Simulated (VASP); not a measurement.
Write the native input for VASP 6.6.1 that does the following.

```yaml
Task: single point
Functional: PBE
Potentials_or_basis: VASP PAW PBE potentials, release 64 (Ta_pv, Sb, Se)
Cutoff: 520 eV
k_mesh: 4 × 4 × 4
Occupations: gaussian, width 0.1 eV
Spin: no spin polarisation
Dipole_correction: no
Further_INCAR_settings: ALGO = Normal; EDIFF = 1e-06; NBANDS = 18
```

The structure of TaSbSe lies in POSCAR:

```
TaSbSe
1.0
    4.1520331900      0.0000000000      0.0000000000
    0.0000000000      4.1520331900      0.0000000000
    0.0000000000      0.0000000000      5.2981060800
Ta Sb Se
1 1 1
Direct
    0.0000000000      0.0000000000      0.0000000000
    0.0000000000      0.0000000000      0.5000000000
    0.5000000000      0.5000000000      0.0000000000
```

The cell was built by a generator and needn't be a form met in nature.

The cell isn't the ideal one: random cell by space group and Wyckoff sites (P4/mmm, No. 123).

The input as run:

INCAR

```
PREC = Accurate
ENCUT = 520
EDIFF = 1E-6
ISMEAR = 0
SIGMA = 0.1
LREAL = F
LASPH = T
NELM = 80
ALGO = Normal
ISIF = 2
LWAVE = F
LCHARG = F
GGA = PE
NBANDS = 18
```

KPOINTS

```
Automatic mesh
0
Gamma
  4 4 4
```

Potentials or basis: VASP PAW PBE potentials, release 64 (Ta_pv, Sb, Se).

Run with:

```bash
$ cat potpaw_PBE.64/Ta_pv/POTCAR potpaw_PBE.64/Sb/POTCAR potpaw_PBE.64/Se/POTCAR > POTCAR
$ mpirun -np 1 vasp_std > vasp.out
```

Results of the run:

| Item | Value |
| --- | --- |
| Pressure | -7.7 GPa |
| Band gap on the k mesh | none (metal or under the smearing width) |

Caveat: the k mesh is coarse (spacing up to 0.38 Å⁻¹), so the values aren't converged.

It took 11 s on 1 thread of Intel(R) Xeon(R) 6975P-C (Granite Rapids), on a shared host, peak memory 0.2 GiB.
